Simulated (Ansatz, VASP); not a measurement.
# Cross-check of CdS (Hawleyite) between VASP and Ansatz, part 2 of 2

Aim: how closely do two programs agree when they are given the same cell, functional and k mesh? The cell is taken from a series of runs on this material, whose earlier steps may have relaxed, scaled, displaced or heated it; both programs get it as it stands.

VASP 6.6.1 and Ansatz 0.2.0.

So far: Starting point; Ansatz: dielectric response, r2SCAN.

## 3. VASP: dielectric response, r2SCAN

Level of this step: r2SCAN; plane waves and PAW (Cd, S) (VASP).

The same cell, functional and mesh now go to VASP, with its own data sets.

Lines of VASP's logs that name or quote its potential files are left out, and so is its time.

Input file INCAR:

```
SYSTEM = CdS
PREC = Accurate
ENCUT = 440
EDIFF = 1E-08
NELM = 120
ISMEAR = 0
SIGMA = 0.01
LREAL = .FALSE.
ALGO = Normal
METAGGA = R2SCAN
LASPH = .TRUE.
NBANDS = 15
LORBIT = 11
LWAVE = .FALSE.
LCHARG = .FALSE.
ISIF = 2
LCALCEPS = .TRUE.
LPEAD = .TRUE.
GGA_COMPAT = .FALSE.
EFERMI = MIDGAP
LMIXTAU = .TRUE.
KPAR = 2
```

Input file POSCAR:

```
CdS
1.0
    0.0000000000      2.9165000000      2.9165000000
    2.9165000000      0.0000000000      2.9165000000
    2.9165000000      2.9165000000      0.0000000000
Cd S
1 1
Direct
    0.0000000000      0.0000000000      0.0000000000
    0.7500000000      0.7500000000      0.7500000000
```

Input file KPOINTS:

```
Automatic mesh
0
Gamma
7 7 7
0 0 0
```

The projector-augmented-wave data sets are Cd and S (PBE family, release 64).

Command:

```bash
$ mpirun -np 2 vasp_std
```

Numbers of over 12 decimals in the logs are rounded to 6 here.

Output:

```text
[banner, memory and clock lines left out]
running    2 mpi-ranks, on    1 nodes
 distrk:  each k-point on    1 cores,    2 groups
 distr:  one band on    1 cores,    1 groups

 POSCAR found type information on POSCAR CdS
 POSCAR found :  2 types and       2 ions
|                                                                             |
|               ----> ADVICE to this user running VASP <----                  |
|                                                                             |
|     You enforced a specific xc type in the INCAR file but a different       |
|     [... a line on the potential file left out ...]
|     I HOPE YOU KNOW WHAT YOU ARE DOING!                                     |
|                                                                             |

 LDA part: xc-table for (None), standard interpolation
 POSCAR, INCAR and KPOINTS ok, starting setup
 FFT: planning ... GRIDC
 FFT: planning ... GRID_SOFT
 FFT: planning ... GRID
 WAVECAR not read
 entering main loop
       N       E                     dE             d eps       ncg     rms          rms(c)
DAV:   1     0.662532450440E+02    0.66253E+02   -0.85292E+03   632   0.980E+02
DAV:   2    -0.312884408540E+02   -0.97542E+02   -0.93166E+02   726   0.251E+02
DAV:   3    -0.348397401448E+02   -0.35513E+01   -0.35453E+01   726   0.499E+01
DAV:   4    -0.348608235698E+02   -0.21083E-01   -0.21082E-01   754   0.372E+00
DAV:   5    -0.348611023236E+02   -0.27875E-03   -0.27875E-03   740   0.401E-01    0.785E+00
DAV:   6    -0.294961214737E+02    0.53650E+01   -0.37257E+00   621   0.294E+01    0.961E+00
DAV:   7    -0.295898125017E+02   -0.93691E-01   -0.45591E-01   607   0.773E+00    0.550E+00
DAV:   8    -0.294844508124E+02    0.10536E+00   -0.36511E-01   600   0.506E+00    0.125E+00
DAV:   9    -0.296314405171E+02   -0.14699E+00   -0.21589E-01   600   0.381E+00    0.739E-01
DAV:  10    -0.296745407852E+02   -0.43100E-01   -0.19804E-02   656   0.113E+00    0.318E-01
DAV:  11    -0.296746277278E+02   -0.86943E-04   -0.58718E-03   635   0.776E-01    0.193E-01
DAV:  12    -0.296759762797E+02   -0.13486E-02   -0.20292E-03   628   0.394E-01    0.127E-01
DAV:  13    -0.296765367512E+02   -0.56047E-03   -0.12201E-03   614   0.353E-01    0.460E-02
DAV:  14    -0.296768537587E+02   -0.31701E-03   -0.90934E-05   628   0.814E-02    0.612E-03
DAV:  15    -0.296768788396E+02   -0.25081E-04   -0.14168E-05   754   0.330E-02    0.588E-03
DAV:  16    -0.296768775945E+02    0.12451E-05   -0.45191E-06   614   0.181E-02    0.539E-03
DAV:  17    -0.296768801482E+02   -0.25537E-05   -0.12959E-06   642   0.108E-02    0.267E-03
DAV:  18    -0.296768804714E+02   -0.32315E-06   -0.33830E-07   628   0.645E-03    0.748E-04
DAV:  19    -0.296768804271E+02    0.44270E-07   -0.16536E-07   642   0.342E-03    0.677E-04
DAV:  20    -0.296768805026E+02   -0.75466E-07   -0.18664E-08   656   0.130E-03    0.303E-04
DAV:  21    -0.296768805103E+02   -0.77464E-08   -0.20255E-09   503   0.409E-04
|                                                                             |
|           W    W    AA    RRRRR   N    N  II  N    N   GGGG   !!!           |
|           W    W   A  A   R    R  NN   N  II  NN   N  G    G  !!!           |
|           W    W  A    A  R    R  N N  N  II  N N  N  G       !!!           |
|           W WW W  AAAAAA  RRRRR   N  N N  II  N  N N  G  GGG   !            |
|           WW  WW  A    A  R   R   N   NN  II  N   NN  G    G                |
|           W    W  A    A  R    R  N    N  II  N    N   GGGG   !!!           |
|                                                                             |
|     One or more components of EFIELD_PEAD are too large for comfort. In     |
|     all probability, you are too near to the onset of Zener tunneling.      |
|                                                                             |
|          e |E dot A_1| =  0.00000 > 1/10, E_g/N_1 =  0.02274                |
|          e |E dot A_2| =  0.02916 > 1/10, E_g/N_2 =  0.02274                |
|          e |E dot A_3| =  0.02916 > 1/10, E_g/N_3 =  0.02274                |
|                                                                             |
|     Possible SOLUTIONS:                                                     |
|      ) Choose a smaller electric field.                                     |
|      ) Use a less dense grid of k-points.                                   |
|                                                                             |

       N       E                     dE             d eps       ncg     rms          rms(c)
SDA:   1    -0.296768805409E+02   -0.29677E+02   -0.22039E-10  1500   0.551E-10   0.000E+00
[...]
|                                                                             |

       N       E                     dE             d eps       ncg     rms          rms(c)
SDA:   1    -0.296768805270E+02    0.14178E-04   -0.22541E-10  1500   0.564E-10   0.000E+00
DMP:   2    -0.296768805481E+02   -0.21099E-07   -0.26253E-11  1500   0.103E-10  -0.987E-11
DMP:   3    -0.296768805479E+02    0.23488E-09   -0.30712E-11  1500   0.685E-11   0.217E-11
 final diagonalization occupied
 p_tot=( -0.875E+01 -0.875E+01 -0.875E+01 )
       N       E                     dE             d eps       ncg     rms          rms(c)
 p_tot=( -0.875E+01 -0.875E+01 -0.875E+01 )
[...]
dp_tot=(  0.398E-05  0.121E-01  0.397E-05 )  diag[e(oo)]=(    ---    5.41176    ---   )
DMP:  12    -0.296768946600E+02   -0.51391E-07   -0.39701E-07  1500   0.566E-07   0.822E-07
 p_tot=( -0.875E+01 -0.874E+01 -0.875E+01 )
dp_tot=(  0.396E-05  0.121E-01  0.395E-05 )  diag[e(oo)]=(    ---    5.41321    ---   )
DMP:  13    -0.296768946891E+02   -0.29143E-07   -0.20957E-07  1500   0.288E-07   0.454E-07
 p_tot=( -0.875E+01 -0.874E+01 -0.875E+01 )
dp_tot=(  0.394E-05  0.121E-01  0.394E-05 )  diag[e(oo)]=(    ---    5.41306    ---   )
DMP:  14    -0.296768947047E+02   -0.15518E-07   -0.11492E-07  1500   0.159E-07   0.246E-07
 p_tot=( -0.875E+01 -0.874E+01 -0.875E+01 )
dp_tot=(  0.393E-05  0.121E-01  0.393E-05 )  diag[e(oo)]=(    ---    5.41227    ---   )
DMP:  15    -0.296768947134E+02   -0.87571E-08   -0.64885E-08  1500   0.877E-08   0.143E-07
 final diagonalization full
 p_tot=( -0.875E+01 -0.874E+01 -0.875E+01 )
dp_tot=(  0.393E-05  0.121E-01  0.392E-05 )  diag[e(oo)]=(    ---    5.41096    ---   )
|                                                                             |
|           W    W    AA    RRRRR   N    N  II  N    N   GGGG   !!!           |
|           W    W   A  A   R    R  NN   N  II  NN   N  G    G  !!!           |
|           W    W  A    A  R    R  N N  N  II  N N  N  G       !!!           |
|           W WW W  AAAAAA  RRRRR   N  N N  II  N  N N  G  GGG   !            |
|           WW  WW  A    A  R   R   N   NN  II  N   NN  G    G                |
|           W    W  A    A  R    R  N    N  II  N    N   GGGG   !!!           |
|                                                                             |
|     One or more components of EFIELD_PEAD are too large for comfort. In     |
|     all probability, you are too near to the onset of Zener tunneling.      |
|                                                                             |
|          e |E dot A_1| =  0.02916 > 1/10, E_g/N_1 =  0.02274                |
|          e |E dot A_2| =  0.02916 > 1/10, E_g/N_2 =  0.02274                |
|          e |E dot A_3| =  0.00000 > 1/10, E_g/N_3 =  0.02274                |
|                                                                             |
|     Possible SOLUTIONS:                                                     |
|      ) Choose a smaller electric field.                                     |
|      ) Use a less dense grid of k-points.                                   |
|                                                                             |

       N       E                     dE             d eps       ncg     rms          rms(c)
SDA:   1    -0.296768805422E+02    0.14162E-04   -0.16187E-10  1500   0.405E-10   0.000E+00
DMP:   2    -0.296768805493E+02   -0.71070E-08   -0.17883E-11  1500   0.975E-11  -0.138E-10
 final diagonalization occupied
 p_tot=( -0.875E+01 -0.875E+01 -0.875E+01 )
       N       E                     dE             d eps       ncg     rms          rms(c)
 p_tot=( -0.875E+01 -0.875E+01 -0.875E+01 )
dp_tot=(  0.000E+00  0.000E+00  0.000E+00 )  diag[e(oo)]=(    ---      ---    1.00000 )
SDA:   1    -0.296768342440E+02    0.46298E-04   -0.39818E-04  1500   0.995E-04   0.000E+00
 p_tot=( -0.875E+01 -0.875E+01 -0.875E+01 )
dp_tot=(  0.119E-05  0.120E-05  0.398E-02 )  diag[e(oo)]=(    ---      ---    2.45221 )
DMP:   2    -0.296768647814E+02   -0.30537E-04   -0.24510E-04  1500   0.337E-04   0.531E-04
 p_tot=( -0.875E+01 -0.875E+01 -0.875E+01 )
dp_tot=(  0.254E-05  0.255E-05  0.818E-02 )  diag[e(oo)]=(    ---      ---    3.98188 )
DMP:   3    -0.296768806507E+02   -0.15869E-04   -0.91061E-05  1500   0.134E-04   0.181E-04
 p_tot=( -0.875E+01 -0.875E+01 -0.874E+01 )
dp_tot=(  0.346E-05  0.347E-05  0.107E-01 )  diag[e(oo)]=(    ---      ---    4.91604 )
DMP:   4    -0.296768865776E+02   -0.59269E-05   -0.53619E-05  1500   0.984E-05   0.686E-05
 p_tot=( -0.875E+01 -0.875E+01 -0.874E+01 )
dp_tot=(  0.389E-05  0.390E-05  0.117E-01 )  diag[e(oo)]=(    ---      ---    5.26219 )
DMP:   5    -0.296768903815E+02   -0.38038E-05   -0.31648E-05  1500   0.500E-05   0.560E-05
 p_tot=( -0.875E+01 -0.875E+01 -0.874E+01 )
dp_tot=(  0.401E-05  0.403E-05  0.118E-01 )  diag[e(oo)]=(    ---      ---    5.30976 )
DMP:   6    -0.296768925615E+02   -0.21801E-05   -0.15651E-05  1500   0.237E-05   0.298E-05
 p_tot=( -0.875E+01 -0.875E+01 -0.874E+01 )
dp_tot=(  0.403E-05  0.404E-05  0.118E-01 )  diag[e(oo)]=(    ---      ---    5.29761 )
DMP:   7    -0.296768936264E+02   -0.10648E-05   -0.78800E-06  1500   0.124E-05   0.140E-05
 p_tot=( -0.875E+01 -0.875E+01 -0.874E+01 )
dp_tot=(  0.402E-05  0.404E-05  0.118E-01 )  diag[e(oo)]=(    ---      ---    5.31432 )
DMP:   8    -0.296768941572E+02   -0.53083E-06   -0.38460E-06  1500   0.607E-06   0.681E-06
 p_tot=( -0.875E+01 -0.875E+01 -0.874E+01 )
dp_tot=(  0.402E-05  0.404E-05  0.119E-01 )  diag[e(oo)]=(    ---      ---    5.35272 )
DMP:   9    -0.296768944083E+02   -0.25112E-06   -0.18588E-06  1500   0.312E-06   0.294E-06
 p_tot=( -0.875E+01 -0.875E+01 -0.874E+01 )
dp_tot=(  0.402E-05  0.404E-05  0.120E-01 )  diag[e(oo)]=(    ---      ---    5.38650 )
DMP:  10    -0.296768945322E+02   -0.12388E-06   -0.10796E-06  1500   0.190E-06   0.153E-06
 p_tot=( -0.875E+01 -0.875E+01 -0.874E+01 )
dp_tot=(  0.402E-05  0.403E-05  0.121E-01 )  diag[e(oo)]=(    ---      ---    5.40502 )
DMP:  11    -0.296768946101E+02   -0.77853E-07   -0.69425E-07  1500   0.112E-06   0.118E-06
 p_tot=( -0.875E+01 -0.875E+01 -0.874E+01 )
dp_tot=(  0.400E-05  0.402E-05  0.121E-01 )  diag[e(oo)]=(    ---      ---    5.41177 )
DMP:  12    -0.296768946615E+02   -0.51467E-07   -0.39701E-07  1500   0.566E-07   0.822E-07
 p_tot=( -0.875E+01 -0.875E+01 -0.874E+01 )
dp_tot=(  0.398E-05  0.400E-05  0.121E-01 )  diag[e(oo)]=(    ---      ---    5.41322 )
DMP:  13    -0.296768946907E+02   -0.29133E-07   -0.20957E-07  1500   0.288E-07   0.454E-07
 p_tot=( -0.875E+01 -0.875E+01 -0.874E+01 )
dp_tot=(  0.397E-05  0.398E-05  0.121E-01 )  diag[e(oo)]=(    ---      ---    5.41306 )
DMP:  14    -0.296768947062E+02   -0.15556E-07   -0.11492E-07  1500   0.159E-07   0.246E-07
 p_tot=( -0.875E+01 -0.875E+01 -0.874E+01 )
dp_tot=(  0.396E-05  0.398E-05  0.121E-01 )  diag[e(oo)]=(    ---      ---    5.41228 )
DMP:  15    -0.296768947149E+02   -0.86927E-08   -0.64885E-08  1500   0.877E-08   0.143E-07
 final diagonalization full
 p_tot=( -0.875E+01 -0.875E+01 -0.874E+01 )
dp_tot=(  0.395E-05  0.397E-05  0.121E-01 )  diag[e(oo)]=(    ---      ---    5.41097 )
   1 F= -.29676895E+02 E0= -.29676895E+02  d E =0.000000E+00
```

OUTCAR, selected parts (step 3):

```text
ion  position               nearest neighbor table
   1  0.000  0.000  0.000-   2 2.53   2 2.53   2 2.53   2 2.53
   2  0.750  0.750  0.750-   1 2.53   1 2.53   1 2.53   1 2.53

  LATTYP: Found a face centered cubic cell.
 ALAT       =     5.8330000000

 Subroutine GETGRP returns: Found 24 space group operations
 (whereof 24 operations were pure point group operations)

The static configuration has the point symmetry T_d .

 Found     20 irreducible k-points:

   k-points           NKPTS =     20   k-points in BZ     NKDIM =     20   number of bands    NBANDS=     15

   dimension x,y,z NGX =    28 NGY =   28 NGZ =   28
   dimension x,y,z NGXF=    56 NGYF=   56 NGZF=   56

   ENCUT  =  440.0 eV  32.34 Ry    5.69 a.u.   7.05  7.05  7.05*2*pi/ulx,y,z

   NELECT =      18.0000    total number of electrons

 k-points in reciprocal lattice and weights: Automatic mesh
   0.00000000  0.00000000  0.00000000       0.003
   0.14285714  0.00000000  0.00000000       0.023
   0.28571429  0.00000000  0.00000000       0.023
   0.42857143  0.00000000  0.00000000       0.023
   0.14285714  0.14285714  0.00000000       0.017
   0.28571429  0.14285714  0.00000000       0.070
   0.42857143  0.14285714  0.00000000       0.070
  -0.42857143  0.14285714  0.00000000       0.070
  -0.28571429  0.14285714  0.00000000       0.070
[...]
-0.42857143  0.42857143  0.14285714       0.070
  -0.28571429  0.42857143  0.14285714       0.070

 average (electrostatic) potential at core
       1 -44.8023       2 -92.1747

            Ionic dipole moment: p[ion]=(    -8.74950    -8.74950    -8.74950 ) |e| Angst

 Total electronic dipole moment: p[elc]=(    -0.00463    -0.00463     0.00746 ) |e| Angst

 MACROSCOPIC STATIC DIELECTRIC TENSOR (including local field effects)
 ------------------------------------------------------
           5.410959    -0.000000     0.000000
           0.000000     5.410959     0.000000
          -0.000000     0.000000     5.410959
 ------------------------------------------------------

 PIEZOELECTRIC TENSOR (including local field effects) (C/m^2)
          XX          YY          ZZ          XY          YZ          ZX
  --------------------------------------------------------------------------------
  x    -0.00000     0.00000     0.00000     0.00000     0.59850     0.00000
  y     0.00000    -0.00000     0.00000     0.00000     0.00000     0.59850
  z     0.00000     0.00000    -0.00000     0.59850     0.00000    -0.00000

 BORN EFFECTIVE CHARGES (including local field effects) (in |e|, cummulative output)
 ---------------------------------------------------------------------------------
 ion    1
    1     2.16129     0.00000     0.00000
    2     0.00000     2.16129     0.00000
    3    -0.00000     0.00000     2.16129
 ion    2
    1    -2.16129    -0.00000     0.00000
    2    -0.00000    -2.16129    -0.00000
    3     0.00000    -0.00000    -2.16129

  Total        0.5020810      0.5020810      0.5020810      0.0000000      0.0000000      0.0000000
  in kB       16.2131872     16.2131872     16.2131872      0.0000000      0.0000000      0.0000000
  external PRESSURE =      16.2131872 kB  Pullay stress =       0.0000000 kB

  energy-cutoff  :      440.00
  volume of cell :       49.62
      direct lattice vectors                 reciprocal lattice vectors
     0.000000000  2.916500000  2.916500000    -0.171438368  0.171438368  0.171438368
     2.916500000  0.000000000  2.916500000     0.171438368 -0.171438368  0.171438368
     2.916500000  2.916500000  0.000000000     0.171438368  0.171438368 -0.171438368

 POSITION                                       TOTAL-FORCE (eV/Angst)
 -----------------------------------------------------------------------------------
      0.00000      0.00000      0.00000         0.000000      0.000000      0.000000
      4.37475      4.37475      4.37475        -0.000000     -0.000000     -0.000000
 -----------------------------------------------------------------------------------
    total drift:                               -0.000000     -0.000000      0.000000
```

The log warns that the applied field is near the limit of Zener tunnelling for this mesh, so the response is less certain.

## 4. Comparison

Known differences besides the potentials themselves: VASP keeps PBE cores, Ansatz makes them for the functional; fixed occupations in Ansatz, narrow Gaussian smearing in VASP; VASP's response is taken on the typed mesh, Ansatz refines its own for the field response alone; the data sets hold 26 valence electrons in Ansatz (on its default PAW (the set named soft_2) files) and 18 in VASP; the cutoff is 500 eV in Ansatz and 440 eV in VASP; VASP takes ε∞ from a finite field, Ansatz from linear response. Total energies have different zeros and are not compared.

Compared:

| quantity | Ansatz | VASP | difference |
| --- | --- | --- | --- |
| ε∞ xx | 5.48 | 5.41 | +1.28 % |
| ε∞ yy | 5.48 | 5.41 | +1.28 % |
| ε∞ zz | 5.48 | 5.41 | +1.28 % |

## 5. Summary of results

```json
{"difference in ε∞ xx (dielectric response, r2SCAN)": "1.3 %"}
```

**Reading.** The difference in ε∞ xx is 1.3 % (dielectric response, r2SCAN), within the 5 % picked in this series as the mark of a large difference. The data sets hold unlike numbers of valence electrons (26 in Ansatz and 18 in VASP), so part of the differences may come from the potentials. How closely two codes agree says nothing of how well the functional describes the real material.

[Lines on the potential files, build, host, timing and source positions are cut from VASP's logs without a mark.]

[Logs are printed without paths, hosts, clocks, repeated set-up lines and the standing remarks that a program may print on its own settings, such as how far it seeks lower states.]

[Hosts, paths, dates, database ids (printed as entryN), source tags and the programs' standing remarks are cut or masked in the printed files.]
